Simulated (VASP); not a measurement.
# GaP: band structure with LDA

**The experiment to reproduce.**

“Stacking defects in GaP nanowires: Electronic structure and optical properties”, 2018, arxiv:1810.01194 quotes, for a bulk crystal of GaP at 10 K: band gap 2.34 eV (indirect).

The system is GaP.

```xyz
2
Lattice="0.0000 2.6955 2.6955 2.6955 0.0000 2.6955 2.6955 2.6955 0.0000" Properties=species:S:1:pos:R:3 pbc="T T T"
Ga    0.0000    0.0000    0.0000
P     1.3477    1.3477    1.3477
```

```json
{"Program": "VASP 6.6.1", "Task": "band structure", "Functional": "LDA", "Potentials or basis": "VASP PAW LDA potentials, release 64 (Ga_d, P)", "Cutoff": "350 eV", "k mesh": "6 × 6 × 6", "Occupations": "gaussian, width 0.02 eV", "Spin": "no spin polarisation", "Further INCAR settings": "ALGO = Normal; EDIFF = 1e-07; NBANDS = 16"}
```

```json
{
 "Pressure": "0.0 GPa",
 "Band gap on the k mesh": "1.42 eV, indirect (least direct gap 1.91 eV)",
 "Band gap along the path": "1.38 eV, indirect (least direct gap 1.91 eV)"
}
```

Levels at the corners of the path, in eV from the valence-band top:
| point | band 6 | band 7 | band 8 | band 9 | band 10 | band 11 | band 12 | band 13 |
| --- | --- | --- | --- | --- | --- | --- | --- | --- |
| Γ | -12.76 | 0.00 | 0.00 | 0.00 | 1.91 | 3.78 | 3.78 | 3.78 |
| X | -9.60 | -7.00 | -2.83 | -2.83 | 1.42 | 1.65 | 10.70 | 10.70 |
| X | -9.60 | -7.00 | -2.83 | -2.83 | 1.42 | 1.65 | 10.70 | 10.70 |
| W | -9.50 | -6.78 | -3.78 | -3.64 | 4.60 | 4.92 | 6.01 | 6.06 |
| W | -9.50 | -6.78 | -3.78 | -3.64 | 4.60 | 4.92 | 6.01 | 6.06 |
| K | -9.64 | -6.78 | -4.17 | -2.38 | 2.01 | 4.75 | 8.27 | 8.28 |
| K | -9.64 | -6.78 | -4.17 | -2.38 | 2.01 | 4.75 | 8.27 | 8.28 |
| Γ | -12.76 | 0.00 | 0.00 | 0.00 | 1.91 | 3.78 | 3.78 | 3.78 |
| Γ | -12.76 | 0.00 | 0.00 | 0.00 | 1.91 | 3.78 | 3.78 | 3.78 |
| L | -10.57 | -6.90 | -1.18 | -1.18 | 1.61 | 4.62 | 4.62 | 8.10 |
| L | -10.57 | -6.90 | -1.18 | -1.18 | 1.61 | 4.62 | 4.62 | 8.10 |
| U | -9.64 | -6.78 | -4.17 | -2.38 | 2.01 | 4.75 | 8.27 | 8.28 |
| U | -9.64 | -6.78 | -4.17 | -2.38 | 2.01 | 4.75 | 8.27 | 8.28 |
| W | -9.50 | -6.78 | -3.78 | -3.64 | 4.60 | 4.92 | 6.01 | 6.06 |
| W | -9.50 | -6.78 | -3.78 | -3.64 | 4.60 | 4.92 | 6.01 | 6.06 |
| L | -10.57 | -6.90 | -1.18 | -1.18 | 1.61 | 4.62 | 4.62 | 8.10 |
| L | -10.57 | -6.90 | -1.18 | -1.18 | 1.61 | 4.62 | 4.62 | 8.10 |
| K | -9.64 | -6.78 | -4.17 | -2.38 | 2.01 | 4.75 | 8.27 | 8.28 |
| U | -9.64 | -6.78 | -4.17 | -2.38 | 2.01 | 4.75 | 8.27 | 8.28 |
| X | -9.60 | -7.00 | -2.83 | -2.83 | 1.42 | 1.65 | 10.70 | 10.70 |

Run time: 10 s on 1 thread of Intel(R) Xeon(R) Platinum 8375C CPU @ 2.90GHz (Ice Lake), with other jobs on the host, peak memory 0.13 GiB.

A measured gap of GaP is 2.34 eV (indirect; 10 K; quoted in “Stacking defects in GaP nanowires: Electronic structure and optical properties”, 2018, arxiv:1810.01194); the calculated 1.38 eV misses it by -0.96 eV. Spin-orbit coupling on Ga is left out. The value is that of LDA, without temperature or zero-point motion. Semilocal functionals fall short of measured gaps as a rule.

Caveat: the cutoff is under 1.25 times the usual one of these potentials, so pressure, stress and relaxed cells hold a basis-set (Pulay) error.
